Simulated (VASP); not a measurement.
An input for Ansatz (written as the equivalent of a VASP run, and not itself run):

Ansatz 0.2 input:
```yaml
crystal:
  lattice:
    - [0.0000000, 2.7766892, 2.7766892]
    - [2.7766892, 0.0000000, 2.7766892]
    - [2.7766892, 2.7766892, 0.0000000]
  atoms:
    - { symbol: Ga, position: [0.0000000, 0.0000000, 0.0000000] }
    - { symbol: P, position: [0.2500000, 0.2500000, 0.2500000] }
kpoints:
  mp_grid: { grid: [7, 7, 7] }
hamiltonian:
  xc: rpbe
  pseudopotentials: { kind: paw }
scf:
  occupations: { method: gaussian, width: 0.05 }
  max_iter: 100
relax:
  max_steps: 60
  f_tol: 0.01
  cell: {}
output: { forces: true, stress: true, eigenvalues: true }
```

Question: Write the VASP files for the same calculation (RPBE).

Answer: This is not unique; one that fits is 
File POSCAR:
```
GaP
1
   -0.0000000000     2.7766892109     2.7766892109
    2.7766892109    -0.0000000000     2.7766892109
    2.7766892109     2.7766892109    -0.0000000000
Ga P
1 1
Direct
  0.0000000000   0.0000000000   0.0000000000
  0.2500000000   0.2500000000   0.2500000000
```

KPOINTS:
```
Automatic mesh
0
Gamma
7 7 7
0 0 0
```

### INCAR
```
SYSTEM = GaP
PREC = Accurate
ENCUT = 520
EDIFF = 1E-6
NELM = 100
ALGO = Normal
LREAL = .FALSE.
LASPH = .TRUE.
ISMEAR = 0
SIGMA = 0.05
GGA = RP
LMAXMIX = 4
LWAVE = .FALSE.
LCHARG = .FALSE.
IBRION = 2
ISIF = 3
NSW = 60
EDIFFG = -0.01
```

POTCAR, in this order: Ga_d P (PBE.64 set). Program: vasp_std.

The two are equivalent in intent, not identical: each code has its own PAW files, so the cut-off isn't converted (ENCUT is set for VASP's; basis.ecutwfc is left out, and Ansatz then takes the one that its files recommend); Ansatz stops its SCF on the density residual and VASP on the energy change (EDIFF).

The compound is GaP in the zinc blende structure. It was relaxed first, which changed the volume by +6 %. The start is the result of an earlier pass.
